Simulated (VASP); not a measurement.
These are r2SCAN meta-GGA, VASP's PBE PAW potentials (set 64) (plane waves; VASP 6.6.1) values and carry that method's errors.

A VASP calculation is set up with these files.

**KPOINTS**
```
Automatic mesh
0
Gamma
5 5 4
0 0 0
```

File POSCAR:
```
SnO
1
    3.8125558100     0.0000000000     0.0000000000
    0.0000000000     3.8125558100     0.0000000000
    0.0000000000    -0.0000000000     4.8952796789
Sn O
2 2
Direct
  0.5000000000   0.0000000000   0.7649817046
  0.0000000000   0.5000000000   0.2350182954
  0.5000000000   0.5000000000   0.0000000000
  0.0000000000   0.0000000000   0.0000000000
```

**INCAR**
```
ALGO = Normal
EDIFF = 1E-6
EDIFFG = -0.02
ENCUT = 520
IBRION = 2
ISIF = 3
ISMEAR = 0
LASPH = .TRUE.
LCHARG = .FALSE.
LMAXMIX = 4
LMIXTAU = .TRUE.
LREAL = .FALSE.
LWAVE = .FALSE.
METAGGA = R2SCAN
NELM = 100
NSW = 60
PREC = Accurate
SIGMA = 0.05
SYSTEM = SnO
```

POTCAR, in this order: Sn_d O (PBE.64 set). Program: vasp_std.

Output of the run:

**OSZICAR**
```
       N       E                     dE             d eps       ncg     rms          rms(c)
DAV:   1     0.366587832339E+03    0.36659E+03   -0.21291E+04   864   0.261E+03
DAV:   2    -0.186113478037E+02   -0.38520E+03   -0.37943E+03   928   0.596E+02
DAV:   3    -0.768053915002E+02   -0.58194E+02   -0.56834E+02  1040   0.200E+02
DAV:   4    -0.790966524387E+02   -0.22913E+01   -0.22889E+01   992   0.449E+01
DAV:   5    -0.791618861979E+02   -0.65234E-01   -0.65228E-01  1136   0.752E+00    0.111E+01
DAV:   6    -0.686533823870E+02    0.10509E+02   -0.16332E+01  1320   0.555E+01    0.409E+00
DAV:   7    -0.662725697437E+02    0.23808E+01   -0.23884E+00   912   0.109E+01    0.251E+00
DAV:   8    -0.695498287627E+02   -0.32773E+01   -0.13517E+00   968   0.117E+01    0.983E-01
DAV:   9    -0.667345899128E+02    0.28152E+01   -0.59836E-01   888   0.620E+00    0.418E-01
DAV:  10    -0.668912157208E+02   -0.15663E+00   -0.15556E-01   960   0.321E+00    0.325E-01
DAV:  11    -0.668442199408E+02    0.46996E-01   -0.36532E-02  1000   0.159E+00    0.201E-01
DAV:  12    -0.668986549582E+02   -0.54435E-01   -0.23347E-02  1072   0.131E+00    0.841E-02
DAV:  13    -0.669017609687E+02   -0.31060E-02   -0.45936E-03  1168   0.787E-01    0.492E-02
DAV:  14    -0.669023049661E+02   -0.54400E-03   -0.90658E-04  1328   0.263E-01    0.200E-02
DAV:  15    -0.669027624479E+02   -0.45748E-03   -0.18251E-04   960   0.132E-01    0.165E-02
DAV:  16    -0.669027933706E+02   -0.30923E-04   -0.18462E-04  1112   0.139E-01    0.341E-03
DAV:  17    -0.669028736555E+02   -0.80285E-04   -0.39762E-05   928   0.598E-02    0.247E-03
DAV:  18    -0.669028721580E+02    0.14975E-05   -0.15565E-06   768   0.136E-02    0.148E-03
DAV:  19    -0.669028805955E+02   -0.84375E-05   -0.62301E-06   840   0.270E-02    0.137E-03
DAV:  20    -0.669028808707E+02   -0.27523E-06   -0.33573E-07   560   0.642E-03
   1 F= -.66902881E+02 E0= -.66902881E+02  d E =-.669029E+02
       N       E                     dE             d eps       ncg     rms          rms(c)
DAV:   1    -0.669063242798E+02   -0.34437E-02   -0.89449E-02  1104   0.489E+00    0.393E-01
DAV:   2    -0.669034155618E+02    0.29087E-02   -0.13555E-02  1136   0.122E+00    0.132E-01
DAV:   3    -0.669028843325E+02    0.53123E-03   -0.11885E-03  1088   0.675E-01    0.567E-02
DAV:   4    -0.669027495163E+02    0.13482E-03   -0.57576E-04  1056   0.434E-01    0.145E-02
DAV:   5    -0.669028687033E+02   -0.11919E-03   -0.17348E-04   984   0.127E-01    0.119E-02
DAV:   6    -0.669028634294E+02    0.52739E-05   -0.29191E-05  1176   0.542E-02    0.750E-03
DAV:   7    -0.669028672058E+02   -0.37764E-05   -0.12161E-05   792   0.352E-02    0.407E-03
DAV:   8    -0.669028606253E+02    0.65804E-05   -0.61995E-06   768   0.227E-02    0.144E-03
DAV:   9    -0.669028680207E+02   -0.73954E-05   -0.60498E-06   744   0.227E-02    0.417E-04
DAV:  10    -0.669028686369E+02   -0.61626E-06   -0.32480E-07   520   0.609E-03
   2 F= -.66902869E+02 E0= -.66902869E+02  d E =0.122338E-04
       N       E                     dE             d eps       ncg     rms          rms(c)
DAV:   1    -0.669039265739E+02   -0.10586E-02   -0.25485E-02  1096   0.259E+00    0.211E-01
DAV:   2    -0.669030985815E+02    0.82799E-03   -0.38732E-03  1128   0.654E-01    0.706E-02
DAV:   3    -0.669029455832E+02    0.15300E-03   -0.34078E-04  1104   0.365E-01    0.303E-02
DAV:   4    -0.669029132774E+02    0.32306E-04   -0.16344E-04  1048   0.232E-01    0.769E-03
DAV:   5    -0.669029487022E+02   -0.35425E-04   -0.50118E-05   976   0.678E-02    0.640E-03
DAV:   6    -0.669029494219E+02   -0.71966E-06   -0.80607E-06   992   0.289E-02
   3 F= -.66902949E+02 E0= -.66902949E+02  d E =-.685511E-04
```

File OUTCAR:
```
------------------------ aborting loop because EDIFF is reached ----------------------------------------
  FORCE on cell =-STRESS in cart. coord.  units (eV):
  Direction    XX          YY          ZZ          XY          YZ          ZX
  --------------------------------------------------------------------------------------
  Total       -0.0087904     -0.0087904      0.0385149      0.0000000      0.0000000      0.0000000
  in kB       -0.1976460     -0.1976460      0.8659783      0.0000000      0.0000000      0.0000000
  external PRESSURE =       0.1568954 kB  Pullay stress =       0.0000000 kB
  volume of cell :       71.26
      direct lattice vectors                 reciprocal lattice vectors
     3.814076097  0.000000000  0.000000000     0.262186693  0.000000000  0.000000000
     0.000000000  3.814076097  0.000000000     0.000000000  0.262186693  0.000000000
     0.000000000  0.000000000  4.898392447     0.000000000 -0.000000000  0.204148608
 POSITION                                       TOTAL-FORCE (eV/Angst)
 -----------------------------------------------------------------------------------
      1.90704      0.00000      3.74675         0.000000      0.000000      0.009513
      0.00000      1.90704      1.15164         0.000000      0.000000     -0.009513
      1.90704      1.90704      0.00000         0.000000     -0.000000      0.000000
      0.00000      0.00000      4.89839         0.000000      0.000000      0.000000
 -----------------------------------------------------------------------------------
    total drift:                                0.000000      0.000000      0.000000
  FREE ENERGIE OF THE ION-ELECTRON SYSTEM (eV)
  ---------------------------------------------------
  free  energy   TOTEN  =       -66.9029494219 eV

  energy  without entropy=      -66.9029494219  energy(sigma->0) =      -66.90294942

 reached required accuracy - stopping structural energy minimisation
```
(Selected blocks of OUTCAR.)

File CONTCAR:
```
SnO
   1.00000000000000
     3.8140760973601662    0.0000000000000000    0.0000000000000000
     0.0000000000000000    3.8140760973601662    0.0000000000000000
     0.0000000000000000    0.0000000000000000    4.8983924473371943
  Sn              O
     2     2
Direct
     0.5000000000000000    0.0000000000000000    0.7648934729352248
     0.0000000000000000    0.5000000000000000    0.2351065270647752
     0.5000000000000000    0.5000000000000000    0.0000000000000000
     0.0000000000000000    0.0000000000000000    1.0000000000000000
```

The compound is SnO in the litharge structure. This run relaxes it. Symmetry was kept, so distortions that lower it aren't found. The start is the result of an earlier pass.
